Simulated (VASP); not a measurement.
Method: PBE GGA, VASP's PBE PAW potentials (set 64) (plane waves; VASP 6.6.1).

Input for VASP

**POSCAR**
```
Ga32Sb31
1
   12.4495035576    -0.0000000000    -0.0000000000
   -0.0000000000    12.4495035576     0.0000000000
    0.0000000000     0.0000000000    12.4495035576
Ga Sb
32 31
Direct
  0.5000000000   0.0000000000   0.0000000000
  0.7500000000   0.2500000000   0.0000000000
  0.7500000000   0.0000000000   0.2500000000
  0.0000000000   0.0000000000   0.0000000000
  0.2500000000   0.2500000000   0.0000000000
  0.5000000000   0.5000000000   0.0000000000
  0.7500000000   0.7500000000   0.0000000000
  0.2500000000   0.0000000000   0.2500000000
  0.4980090000   0.2464700000   0.2535020000
  0.7503820000   0.5038300000   0.2532570000
  0.5000000000   0.0000000000   0.5000000000
  0.7536540000   0.2539560000   0.4983730000
  0.7500000000   0.0000000000   0.7500000000
  0.0000000000   0.5000000000   0.0000000000
  0.2500000000   0.7500000000   0.0000000000
  0.0000000000   0.2500000000   0.2500000000
  0.2500000000   0.5000000000   0.2500000000
  0.5000000000   0.7500000000   0.2500000000
  0.0000000000   0.0000000000   0.5000000000
  0.2500000000   0.2500000000   0.5000000000
  0.5009950000   0.5038390000   0.5013570000
  0.7500000000   0.7500000000   0.5000000000
  0.2500000000   0.0000000000   0.7500000000
  0.5000000000   0.2500000000   0.7500000000
  0.7500000000   0.5000000000   0.7500000000
  0.0000000000   0.7500000000   0.2500000000
  0.0000000000   0.5000000000   0.5000000000
  0.2500000000   0.7500000000   0.5000000000
  0.0000000000   0.2500000000   0.7500000000
  0.2500000000   0.5000000000   0.7500000000
  0.5000000000   0.7500000000   0.7500000000
  0.0000000000   0.7500000000   0.7500000000
  0.6250000000   0.1250000000   0.1250000000
  0.8750000000   0.3750000000   0.1250000000
  0.8750000000   0.1250000000   0.3750000000
  0.1250000000   0.1250000000   0.1250000000
  0.3750000000   0.3750000000   0.1250000000
  0.6250000000   0.6250000000   0.1250000000
  0.8750000000   0.8750000000   0.1250000000
  0.3750000000   0.1250000000   0.3750000000
  0.8750000000   0.6250000000   0.3750000000
  0.6250000000   0.1250000000   0.6250000000
  0.8750000000   0.3750000000   0.6250000000
  0.8750000000   0.1250000000   0.8750000000
  0.1250000000   0.6250000000   0.1250000000
  0.3750000000   0.8750000000   0.1250000000
  0.1250000000   0.3750000000   0.3750000000
  0.3750000000   0.6250000000   0.3750000000
  0.6250000000   0.8750000000   0.3750000000
  0.1250000000   0.1250000000   0.6250000000
  0.3750000000   0.3750000000   0.6250000000
  0.6250000000   0.6250000000   0.6250000000
  0.8750000000   0.8750000000   0.6250000000
  0.3750000000   0.1250000000   0.8750000000
  0.6250000000   0.3750000000   0.8750000000
  0.8750000000   0.6250000000   0.8750000000
  0.1250000000   0.8750000000   0.3750000000
  0.1250000000   0.6250000000   0.6250000000
  0.3750000000   0.8750000000   0.6250000000
  0.1250000000   0.3750000000   0.8750000000
  0.3750000000   0.6250000000   0.8750000000
  0.6250000000   0.8750000000   0.8750000000
  0.1250000000   0.8750000000   0.8750000000
```

KPOINTS:
```
K-points
0
Gamma
1 1 1
0 0 0
```

INCAR:
```
SYSTEM  =  Ga32Sb31
PREC  =  Normal; ENCUT  =  400; LREAL  =  Auto
LASPH  =  .True.; ISYM  =  0; NELECT  =  253.0
EDIFF  =  1E-5; NELM  =  100; NELMIN  =  4
ALGO  =  Fast; LMAXMIX  =  4
ISMEAR  =  0; SIGMA  =  0.05
GGA  =  PE
ISPIN  =  2; MAGMOM  =  63*0.0159; NUPDOWN  =  1
IBRION  =  2; NSW  =  60; ISIF  =  2
EDIFFG  =  -0.03
LWAVE  =  .False.; LCHARG  =  .False.; LORBIT  =  10
```

POTCAR, in this order: Ga Sb (PBE.64 set). Program: vasp_gam.

### Question
What will the output report for the number of irreducible k-points (NKPTS), largest plane-wave count, FFT grid (NGX, NGY, NGZ)?

### Answer

| Property | Result |
|---|---|
| number of irreducible k-points (NKPTS) | 1 |
| largest plane-wave count | 17517 |
| FFT grid (NGX, NGY, NGZ) | 64 × 64 × 64 |

The cell is a supercell with a defect, built from GaSb (zinc blende): vac_Sb, charge -2.
